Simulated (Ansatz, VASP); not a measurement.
In3Cu in VASP and in Ansatz

Contents of INCAR:

```
ALGO = Fast
EDIFF = 1E-6
ENCUT = 520
GGA = PE
ISIF = 2
ISMEAR = 0
LASPH = True
LCHARG = True
LELF = True
LREAL = False
LVHAR = True
LWAVE = False
NBANDS = 33
NELM = 100
PREC = Accurate
SIGMA = 0.1
```

File KPOINTS:

```
k-points
0
Gamma
  4 4 4
```

The input POSCAR:

```
In3Cu
1.0
   -2.8744651500      2.8744651500      2.8744651500
    2.8744651500     -2.8744651500      2.8744651500
    2.8744651500      2.8744651500     -2.8744651500
In Cu
3 1
Direct
    0.0000000000      0.5000000000      0.5000000000
    0.5000000000      0.0000000000      0.5000000000
    0.5000000000      0.5000000000      0.0000000000
    0.0000000000      0.0000000000      0.0000000000
```

Input for Ansatz:

```yaml
crystal:
  lattice:
    - [-2.87446515, 2.87446515, 2.87446515]
    - [2.87446515, -2.87446515, 2.87446515]
    - [2.87446515, 2.87446515, -2.87446515]
  atoms:
    - { symbol: In, position: [0.0, 0.5, 0.5] }
    - { symbol: In, position: [0.5, 0.0, 0.5] }
    - { symbol: In, position: [0.5, 0.5, 0.0] }
    - { symbol: Cu, position: [0.0, 0.0, 0.0] }
basis:
  ecutwfc: 420
kpoints:
  mp_grid: { grid: [4, 4, 4] }
hamiltonian:
  xc: pbe
scf:
  occupations: { method: gaussian, width: 0.1 }
  lower_state_search: "off"
output:
  forces: true
  stress: true
  eigenvalues: true
```

Alike in both runs: task single point; functional PBE; k mesh 4 × 4 × 4; occupations gaussian, width 0.1 eV; no spin polarisation.

|  | VASP | Ansatz |
| --- | --- | --- |
| version | VASP 6.6.1 | Ansatz 0.2.0 |
| potentials or method | VASP PAW PBE potentials, release 64 (In_d, Cu) | scalar-relativistic, plane waves, PAW |
| plane-wave cutoff (eV) | 520 | 420 |
| valence electrons in the cell | 50 | 58 |

|  | VASP | Ansatz | Ansatz less VASP |
| --- | --- | --- | --- |
| gap on the k mesh at the Fermi level (eV) | none | none | - |
| pressure (GPa) | 2.7 | 2.5 | -0.15 |

A gap of «none» marks a metal or a gap that the smearing closes. With one functional, cell and mesh, what is left measures potentials, basis and numerics. The two sets of potentials don't hold the same shells in valence.

Caveats: the k mesh is coarse (spacing up to 0.39 Å⁻¹), so the values aren't converged.
